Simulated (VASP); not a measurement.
These are SCAN meta-GGA, VASP's PBE PAW potentials (set 64) (plane waves; VASP) values and carry that method's errors.

Input for VASP

**KPOINTS**
```
K-points
0
G
7 7 7
```

**POSCAR**
```
PbSe
1
    0.0000000000     3.0600000000     3.0600000000
    3.0600000000     0.0000000000     3.0600000000
    3.0600000000     3.0600000000     0.0000000000
Pb Se
1 1
Direct
  0.0000000000   0.0000000000   0.0000000000
  0.5000000000   0.5000000000   0.5000000000
```

**INCAR**
```
SYSTEM = PbSe
PREC = Accurate
ENCUT = 520
EDIFF = 1E-6
NELM = 100
ALGO = Normal
LREAL = .FALSE.
LASPH = .TRUE.
ISMEAR = 0
SIGMA = 0.05
METAGGA = SCAN
LMIXTAU = .TRUE.
LMAXMIX = 4
LWAVE = .FALSE.
LCHARG = .FALSE.
IBRION = 2
ISIF = 3
NSW = 60
EDIFFG = -0.01
```

POTCAR, in this order: Pb_d Se (PBE.64 set). Program: vasp_std.

Output

File OSZICAR:
```
       N       E                     dE             d eps       ncg     rms          rms(c)
DAV:   1     0.725156738345E+02    0.72516E+02   -0.97634E+03   560   0.147E+03
DAV:   2    -0.887950194832E+02   -0.16131E+03   -0.15806E+03   590   0.360E+02
DAV:   3    -0.101333685232E+03   -0.12539E+02   -0.12406E+02   758   0.107E+02
DAV:   4    -0.101596146275E+03   -0.26246E+00   -0.26236E+00   608   0.188E+01
DAV:   5    -0.101605881515E+03   -0.97352E-02   -0.97352E-02   788   0.365E+00    0.279E+00
DAV:   6    -0.968301258012E+02    0.47758E+01   -0.34479E+00   662   0.399E+01    0.180E+00
DAV:   7    -0.968650721565E+02   -0.34946E-01   -0.11248E+00   560   0.156E+01    0.139E+00
DAV:   8    -0.969739554559E+02   -0.10888E+00   -0.80169E-01   560   0.846E+00    0.658E-01
DAV:   9    -0.969405235370E+02    0.33432E-01   -0.25181E-01   560   0.644E+00    0.365E-01
DAV:  10    -0.969329312459E+02    0.75923E-02   -0.67750E-02   584   0.283E+00    0.129E-01
DAV:  11    -0.969345251697E+02   -0.15939E-02   -0.68154E-02   560   0.291E+00    0.170E-01
DAV:  12    -0.969401309550E+02   -0.56058E-02   -0.29393E-03   572   0.623E-01    0.104E-01
DAV:  13    -0.969389797521E+02    0.11512E-02   -0.22377E-03   596   0.332E-01    0.289E-02
DAV:  14    -0.969411834940E+02   -0.22037E-02   -0.26082E-03   560   0.571E-01    0.371E-02
DAV:  15    -0.969412647705E+02   -0.81277E-04   -0.10361E-04   620   0.135E-01    0.189E-02
DAV:  16    -0.969412687458E+02   -0.39753E-05   -0.12080E-05   608   0.440E-02    0.136E-02
DAV:  17    -0.969412992311E+02   -0.30485E-04   -0.29479E-05   572   0.662E-02    0.378E-03
DAV:  18    -0.969412912013E+02    0.80297E-05   -0.11232E-05   560   0.445E-02    0.408E-03
DAV:  19    -0.969412928099E+02   -0.16086E-05   -0.50764E-06   572   0.238E-02    0.243E-03
DAV:  20    -0.969412900610E+02    0.27489E-05   -0.85081E-07   328   0.119E-02    0.893E-04
DAV:  21    -0.969412884280E+02    0.16330E-05   -0.12782E-07   298   0.551E-03    0.300E-04
DAV:  22    -0.969412883839E+02    0.44009E-07   -0.99914E-08   286   0.410E-03
   1 F= -.96941288E+02 E0= -.96941288E+02  d E =-.969413E+02
       N       E                     dE             d eps       ncg     rms          rms(c)
DAV:   1    -0.970388865722E+02   -0.97598E-01   -0.34585E+00   686   0.361E+01    0.168E+00
DAV:   2    -0.969577392970E+02    0.81147E-01   -0.19366E-01   680   0.824E+00    0.654E-01
DAV:   3    -0.969409590414E+02    0.16780E-01   -0.59513E-02   686   0.447E+00    0.108E-01
DAV:   4    -0.969413552320E+02   -0.39619E-03   -0.77942E-03   560   0.119E+00    0.925E-02
DAV:   5    -0.969268986408E+02    0.14457E-01   -0.50875E-02   560   0.234E+00    0.120E-01
DAV:   6    -0.969375881132E+02   -0.10689E-01   -0.61378E-03   560   0.779E-01    0.784E-02
DAV:   7    -0.969398968655E+02   -0.23088E-02   -0.99403E-04   560   0.358E-01    0.586E-02
DAV:   8    -0.969431659523E+02   -0.32691E-02   -0.56046E-03   560   0.804E-01    0.123E-02
DAV:   9    -0.969432919204E+02   -0.12597E-03   -0.43224E-04   608   0.269E-01    0.118E-02
DAV:  10    -0.969432831147E+02    0.88058E-05   -0.12543E-05   680   0.346E-02    0.193E-02
DAV:  11    -0.969432989478E+02   -0.15833E-04   -0.22409E-05   560   0.751E-02    0.639E-03
DAV:  12    -0.969432986914E+02    0.25641E-06   -0.68015E-07   304   0.100E-02
   2 F= -.96943299E+02 E0= -.96943299E+02  d E =-.201031E-02
       N       E                     dE             d eps       ncg     rms          rms(c)
DAV:   1    -0.969542977833E+02   -0.10999E-01   -0.36144E-01   686   0.113E+01    0.557E-01
DAV:   2    -0.969455625645E+02    0.87352E-02   -0.21198E-02   680   0.278E+00    0.212E-01
DAV:   3    -0.969442351227E+02    0.13274E-02   -0.61309E-03   692   0.146E+00    0.369E-02
DAV:   4    -0.969439405987E+02    0.29452E-03   -0.69693E-04   560   0.364E-01    0.308E-02
DAV:   5    -0.969433852196E+02    0.55538E-03   -0.41566E-03   560   0.676E-01    0.361E-02
DAV:   6    -0.969436253739E+02   -0.24015E-03   -0.42392E-04   560   0.213E-01    0.237E-02
DAV:   7    -0.969436924519E+02   -0.67078E-04   -0.36045E-05   572   0.705E-02    0.194E-02
DAV:   8    -0.969438436039E+02   -0.15115E-03   -0.50312E-04   560   0.241E-01    0.529E-03
DAV:   9    -0.969438428860E+02    0.71785E-06   -0.34965E-05   650   0.721E-02    0.470E-03
DAV:  10    -0.969438306891E+02    0.12197E-04   -0.18551E-06   520   0.175E-02    0.145E-03
DAV:  11    -0.969438365295E+02   -0.58404E-05   -0.14191E-06   460   0.138E-02    0.129E-03
DAV:  12    -0.969438353177E+02    0.12118E-05   -0.12277E-07   280   0.534E-03    0.112E-03
DAV:  13    -0.969438345087E+02    0.80902E-06   -0.41458E-08   280   0.281E-03
   3 F= -.96943835E+02 E0= -.96943835E+02  d E =-.254612E-02
       N       E                     dE             d eps       ncg     rms          rms(c)
DAV:   1    -0.969440253063E+02   -0.18999E-03   -0.63576E-03   686   0.151E+00    0.735E-02
DAV:   2    -0.969438161827E+02    0.20912E-03   -0.36780E-04   680   0.364E-01    0.282E-02
DAV:   3    -0.969437717167E+02    0.44466E-04   -0.10852E-04   692   0.193E-01    0.482E-03
DAV:   4    -0.969437972881E+02   -0.25571E-04   -0.14389E-05   560   0.517E-02    0.405E-03
DAV:   5    -0.969437836128E+02    0.13675E-04   -0.64278E-05   560   0.846E-02    0.444E-03
DAV:   6    -0.969438128630E+02   -0.29250E-04   -0.47055E-06   566   0.218E-02    0.313E-03
DAV:   7    -0.969438163051E+02   -0.34421E-05   -0.10628E-06   400   0.118E-02    0.234E-03
DAV:   8    -0.969438259674E+02   -0.96623E-05   -0.76646E-06   560   0.294E-02    0.606E-04
DAV:   9    -0.969438268551E+02   -0.88762E-06   -0.93980E-07   376   0.137E-02
   4 F= -.96943827E+02 E0= -.96943827E+02  d E =-.253847E-02
```

OUTCAR:
```
------------------------ aborting loop because EDIFF is reached ----------------------------------------
  FORCE on cell =-STRESS in cart. coord.  units (eV):
  Direction    XX          YY          ZZ          XY          YZ          ZX
  --------------------------------------------------------------------------------------
  Total       -0.0030969     -0.0030969     -0.0030969     -0.0000000     -0.0000000     -0.0000000
  in kB       -0.0851235     -0.0851235     -0.0851235     -0.0000000     -0.0000000     -0.0000000
  external PRESSURE =      -0.0851235 kB  Pullay stress =       0.0000000 kB
  volume of cell :       58.29
      direct lattice vectors                 reciprocal lattice vectors
     0.000000000  3.077420733  3.077420733    -0.162473722  0.162473722  0.162473722
     3.077420733  0.000000000  3.077420733     0.162473722 -0.162473722  0.162473722
     3.077420733  3.077420733  0.000000000     0.162473722  0.162473722 -0.162473722
  FREE ENERGIE OF THE ION-ELECTRON SYSTEM (eV)
  ---------------------------------------------------
  free  energy   TOTEN  =       -96.9438268551 eV

  energy  without entropy=      -96.9438268550  energy(sigma->0) =      -96.94382686

 reached required accuracy - stopping structural energy minimisation
```
(Selected blocks of OUTCAR.)

### CONTCAR
```
PbSe
   1.00000000000000
     0.0000000000000000    3.0774207326700300    3.0774207326700300
     3.0774207326700300    0.0000000000000000    3.0774207326700300
     3.0774207326700300    3.0774207326700300    0.0000000000000000
  Pb              Se
     1     1
Direct
     0.0000000000000000    0.0000000000000000    0.0000000000000000
     0.5000000000000000    0.5000000000000000    0.5000000000000000
```

The compound is PbSe in the rock salt structure. This run relaxes it. Symmetry was kept, so distortions that lower it aren't found.
